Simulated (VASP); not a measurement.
Output of a VASP run:

File OUTCAR:
```
 ion  position               nearest neighbor table
   1  0.333  0.667  0.250-   2 3.52   2 3.52   2 3.52   2 3.52   2 3.52   2 3.52
   2  0.667  0.333  0.750-   1 3.52   1 3.52   1 3.52   1 3.52   1 3.52   1 3.52
  LATTYP: Found a hexagonal cell.
 ALAT       =     3.5999996072
 C/A-ratio  =     1.5805557280
 Subroutine PRICEL returns:
 Original cell was already a primitive cell.
 Subroutine GETGRP returns: Found 24 space group operations
The static configuration has the point symmetry D_3d.
 The point group associated with its full space group is D_6h.
The dynamic configuration has the point symmetry D_3d.
The overall configuration has the point symmetry D_3d.
 Subroutine INISYM returns: Found 24 space group operations
 Subroutine IBZKPT returns following result:
 Found     30 irreducible k-points:

 Following reciprocal coordinates:
            Coordinates               Weight
  0.000000  0.000000  0.000000      1.000000
  0.125000  0.000000  0.000000      6.000000
  0.250000  0.000000  0.000000      6.000000
  0.375000  0.000000  0.000000      6.000000
  0.500000  0.000000  0.000000      3.000000
  0.125000  0.125000  0.000000      6.000000
  0.250000  0.125000  0.000000     12.000000
  0.375000  0.125000  0.000000     12.000000
  0.250000  0.250000  0.000000      6.000000
  0.375000  0.250000  0.000000      6.000000
  0.000000  0.000000  0.250000      2.000000
  0.125000  0.000000  0.250000     12.000000
  0.250000  0.000000  0.250000     12.000000
  0.375000  0.000000  0.250000     12.000000
  0.500000  0.000000  0.250000      6.000000
  0.125000  0.125000  0.250000     12.000000
  0.250000  0.125000  0.250000     24.000000
  0.375000  0.125000  0.250000     24.000000
  0.250000  0.250000  0.250000     12.000000
  0.375000  0.250000  0.250000     12.000000
  0.000000  0.000000  0.500000      1.000000
  0.125000  0.000000  0.500000      6.000000
  0.250000  0.000000  0.500000      6.000000
  0.375000  0.000000  0.500000      6.000000
  0.500000  0.000000  0.500000      3.000000
  0.125000  0.125000  0.500000      6.000000
  0.250000  0.125000  0.500000     12.000000
  0.375000  0.125000  0.500000     12.000000
  0.250000  0.250000  0.500000      6.000000
  0.375000  0.250000  0.500000      6.000000
   k-points           NKPTS =     30   k-points in BZ     NKDIM =     30   number of bands    NBANDS=     29
   number of dos      NEDOS =    301   number of ions     NIONS =      2
   total plane-waves  NPLWV =  12800
   dimension x,y,z NGX =    20 NGY =   20 NGZ =   32
   dimension x,y,z NGXF=    40 NGYF=   40 NGZF=   64
   ions per type =               2
   PREC   = accura    normal or accurate (medium, high low for compatibility)
   ISTART =      0    job   : 0-new  1-cont  2-samecut
   ICHARG =      2    charge: 1-file 2-atom 10-const
   ISPIN  =      2    spin polarized calculation?
   LNONCOLLINEAR =      F non collinear calculations
   LSORBIT =      F    spin-orbit coupling
   INIWAV =      1    electr: 0-lowe 1-rand  2-diag
   ENCUT  =  300.0 eV  22.05 Ry    4.70 a.u.   5.08  5.08  8.04*2*pi/ulx,y,z
   NELM   =    100;   NELMIN=  2; NELMDL= -5     # of ELM steps
   EDIFF  = 0.1E-05   stopping-criterion for ELM
   LREAL  =      F    real-space projection
   NLSPLINE    = F    spline interpolate recip. space projectors
   LMAXMIX     =    6 max onsite mixed and CHGCAR
   VOSKOWN=      0    Vosko Wilk Nusair interpolation
   EDIFFG = 0.1E-04   stopping-criterion for IOM
   NSW    =      0    number of steps for IOM
   NBLOCK =      1;   KBLOCK =      1    inner block; outer block
   IBRION =     -1    ionic relax: 0-MD 1-quasi-New 2-CG
   NFREE  =      0    steps in history (QN), initial steepest desc. (CG)
   ISIF   =      2    stress and relaxation
   ISYM   =      2    0-nonsym 1-usesym 2-fastsym
   TEIN   =    0.0    initial temperature
   TEBEG  =    0.0;   TEEND  =   0.0 temperature during run
   SMASS  =  -3.00    Nose mass-parameter (am)
   PSTRESS=    0.0 pullay stress
...
```

OSZICAR:
```
...
DAV:   7    -0.231457625717E+02    0.23615E+02   -0.14698E+01  3780   0.323E+01    0.123E+02
DAV:   8    -0.176305187492E+02    0.55152E+01   -0.25105E+01  4347   0.438E+01    0.522E+01
DAV:   9    -0.186284821811E+02   -0.99796E+00   -0.32043E+00  6220   0.151E+01    0.643E+01
DAV:  10    -0.204530691012E+02   -0.18246E+01   -0.27741E+00  5333   0.158E+01    0.588E+01
DAV:  11    -0.204993452300E+02   -0.46276E-01   -0.23520E-01  5878   0.322E+00    0.577E+01
DAV:  12    -0.189736454968E+02    0.15257E+01   -0.29044E+00  4130   0.201E+01    0.326E+01
DAV:  13    -0.189804174027E+02   -0.67719E-02   -0.56402E-01  5968   0.809E+00    0.256E+01
DAV:  14    -0.189732081361E+02    0.72093E-02   -0.70474E-02  5623   0.352E+00    0.252E+01
DAV:  15    -0.190584742503E+02   -0.85266E-01   -0.31038E+00  4388   0.137E+01    0.111E+01
DAV:  16    -0.191109677148E+02   -0.52493E-01   -0.24407E-01  5517   0.436E+00    0.839E+00
DAV:  17    -0.190496638206E+02    0.61304E-01   -0.23513E-02  5506   0.108E+00    0.833E+00
DAV:  18    -0.190789357579E+02   -0.29272E-01   -0.40648E-02  4140   0.193E+00    0.108E+01
DAV:  19    -0.190874327359E+02   -0.84970E-02   -0.13439E-02  5812   0.934E-01    0.126E+01
DAV:  20    -0.190958636276E+02   -0.84309E-02   -0.23438E-03  6143   0.290E-01    0.127E+01
DAV:  21    -0.191196077398E+02   -0.23744E-01   -0.49280E-03  5022   0.596E-01    0.133E+01
DAV:  22    -0.191001519240E+02    0.19456E-01   -0.21503E-03  4554   0.426E-01    0.128E+01
DAV:  23    -0.190873578740E+02    0.12794E-01   -0.14785E-02  4791   0.939E-01    0.131E+01
DAV:  24    -0.190013836418E+02    0.85974E-01   -0.28833E-01  4814   0.571E+00    0.170E+01
DAV:  25    -0.188354960030E+02    0.16589E+00   -0.33958E-01  5036   0.551E+00    0.141E+01
DAV:  26    -0.189225994013E+02   -0.87103E-01   -0.21217E-01  4857   0.482E+00    0.143E+01
DAV:  27    -0.189468562490E+02   -0.24257E-01   -0.24931E-02  4943   0.122E+00    0.127E+01
DAV:  28    -0.188923694857E+02    0.54487E-01   -0.26405E-01  4622   0.334E+00    0.841E+00
DAV:  29    -0.189284311647E+02   -0.36062E-01   -0.32289E-02  5438   0.132E+00    0.412E+00
DAV:  30    -0.189376800445E+02   -0.92489E-02   -0.42346E-03  6237   0.510E-01    0.274E+00
DAV:  31    -0.189358265074E+02    0.18535E-02   -0.69482E-03  5358   0.708E-01    0.120E+00
DAV:  32    -0.189363332080E+02   -0.50670E-03   -0.18379E-03  6388   0.440E-01    0.845E-01
DAV:  33    -0.189371482394E+02   -0.81503E-03   -0.18506E-03  5142   0.544E-01    0.829E-01
DAV:  34    -0.189365970328E+02    0.55121E-03   -0.18700E-03  4824   0.373E-01    0.624E-01
DAV:  35    -0.189366918919E+02   -0.94859E-04   -0.24488E-04  5928   0.168E-01    0.373E-01
DAV:  36    -0.189369287098E+02   -0.23682E-03   -0.53874E-04  5024   0.283E-01    0.363E-01
DAV:  37    -0.189369358929E+02   -0.71831E-05   -0.56694E-04  4952   0.175E-01    0.235E-01
DAV:  38    -0.189369860466E+02   -0.50154E-04   -0.16588E-04  5400   0.693E-02    0.235E-01
DAV:  39    -0.189369865319E+02   -0.48533E-06   -0.34804E-05  4617   0.496E-02    0.224E-01
DAV:  40    -0.189369915491E+02   -0.50172E-05   -0.67585E-06  4192   0.264E-02    0.208E-01
DAV:  41    -0.189369993890E+02   -0.78399E-05   -0.10131E-05  3551   0.451E-02    0.134E-01
DAV:  42    -0.189370003266E+02   -0.93764E-06   -0.12773E-05  4496   0.332E-02    0.116E-01
DAV:  43    -0.189370025651E+02   -0.22385E-05   -0.61547E-06  3295   0.274E-02    0.115E-01
DAV:  44    -0.189370051616E+02   -0.25964E-05   -0.61100E-06  3816   0.222E-02    0.867E-02
DAV:  45    -0.189370058071E+02   -0.64551E-06   -0.36948E-06  3571   0.115E-02
   1 F= -.18937006E+02 E0= -.18906276E+02  d E =-.614604E-01  mag=    11.6636
```

**OUTCAR**
```
------------------------ aborting loop because EDIFF is reached ----------------------------------------
  FORCE on cell =-STRESS in cart. coord.  units (eV):
  Direction    XX          YY          ZZ          XY          YZ          ZX
  --------------------------------------------------------------------------------------
  Total        0.1510810      0.1510809      0.5589049     -0.0000000      0.0000000      0.0000000
  in kB        3.7902904      3.7902893     14.0217001     -0.0000000      0.0000000      0.0000000
  external PRESSURE =       7.2007599 kB  Pullay stress =       0.0000000 kB
  volume of cell :       63.86
      direct lattice vectors                 reciprocal lattice vectors
     1.800000000 -3.117691000  0.000000000     0.277777778 -0.160375098  0.000000000
     1.800000000  3.117691000  0.000000000     0.277777778  0.160375098  0.000000000
     0.000000000  0.000000000  5.690000000     0.000000000  0.000000000  0.175746924
 POSITION                                       TOTAL-FORCE (eV/Angst)
 -----------------------------------------------------------------------------------
      1.80000      1.03923      1.42250         0.000000      0.000000      0.000000
      1.80000     -1.03923      4.26750        -0.000000     -0.000000      0.000000
 -----------------------------------------------------------------------------------
    total drift:                                0.000303      0.001892     -0.000016
  FREE ENERGIE OF THE ION-ELECTRON SYSTEM (eV)
  ---------------------------------------------------
  free  energy   TOTEN  =       -18.9370058071 eV

  energy  without entropy=      -18.8755454545  energy(sigma->0) =      -18.90627563

 total charge

# of ion       s       p       d       f       tot
--------------------------------------------------
    1        2.086   5.581   0.492   8.155  16.313
    2        2.086   5.581   0.492   8.155  16.313
--------------------------------------------------
tot          4.171  11.162   0.984  16.310  32.626

 magnetization (x)

# of ion       s       p       d       f       tot
--------------------------------------------------
    1        0.001  -0.042   0.061   5.646   5.666
    2        0.001  -0.042   0.061   5.646   5.666
--------------------------------------------------
tot          0.003  -0.085   0.123  11.291  11.332
```
(Selected blocks of OUTCAR.)

### POSCAR
```
Tb
1
    1.8000000000    -3.1176910000     0.0000000000
    1.8000000000     3.1176910000     0.0000000000
    0.0000000000     0.0000000000     5.6900000000
Tb
2
Direct
  0.3333330000   0.6666670000   0.2500000000
  0.6666670000   0.3333330000   0.7500000000
```

### Question
Write an INCAR and KPOINTS that could have produced this output.

### Answer
Several could match; the one computed here: the input of the run itself, PBE GGA, plane waves, VASP's PBE PAW potentials (set 64).

File KPOINTS:
```
Regular mesh
0
Gamma
  8 8 4
```

INCAR:
```
SYSTEM = Tb
PREC = Accurate
ENCUT = 300
EDIFF = 1E-6
NELM = 100
ALGO = Normal
LREAL = .FALSE.
LASPH = .TRUE.
ISMEAR = 0
SIGMA = 0.1
GGA = PE
LMAXMIX = 6
LWAVE = .FALSE.
LCHARG = .FALSE.
ISIF = 2
ISPIN = 2
MAGMOM = 6.0 6.0
LORBIT = 11
```

POTCAR, in this order: Tb (PBE.64 set). Program: vasp_std.

At this cut-off the stress carries a Pulay error, which pulls relaxed volumes low.

The structure is a typed Tb crystal (P6_3/mmc). The cell was not relaxed at this level.
